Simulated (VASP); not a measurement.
Data:

```yaml
crystal:
  lattice:
    - [4.82750, 0.00000, 0.00000]
    - [0.00000, 4.82750, 0.00000]
    - [0.00000, 0.00000, 3.24225]
  atoms:
    - { symbol: Sn, position: [0.00000, 0.00000, 0.00000] }
    - { symbol: Sn, position: [0.50000, 0.50000, 0.50000] }
    - { symbol: O, position: [0.30650, 0.30650, 0.00000] }
    - { symbol: O, position: [0.80650, 0.19350, 0.50000] }
    - { symbol: O, position: [0.19350, 0.80650, 0.50000] }
    - { symbol: O, position: [0.69350, 0.69350, 0.00000] }
```

These are PW91 GGA, VASP's PBE PAW potentials (set 64) (plane waves; VASP 6.6.1) values and carry that method's errors. Numerical set-up: 520 eV cut-off, 5×5×8 Γ-centred mesh, tetrahedra with Blöchl corrections, potentials Sn_d O.

Problem. The job: SnO$_{2}$ (rutile), 6 atoms, PW91, static run, 520 eV, 5×5×8 Γ-centred mesh. Roughly how much core time does it take on a busy server core?

Solution. About 40 core-seconds (one run on a shared machine, a rough figure). It had 30 irreducible k-points, 31 bands, up to 2068 plane waves and 15 electronic steps.

The compound is SnO2 in the rutile structure. It was relaxed first, which changed the volume by +5 %.
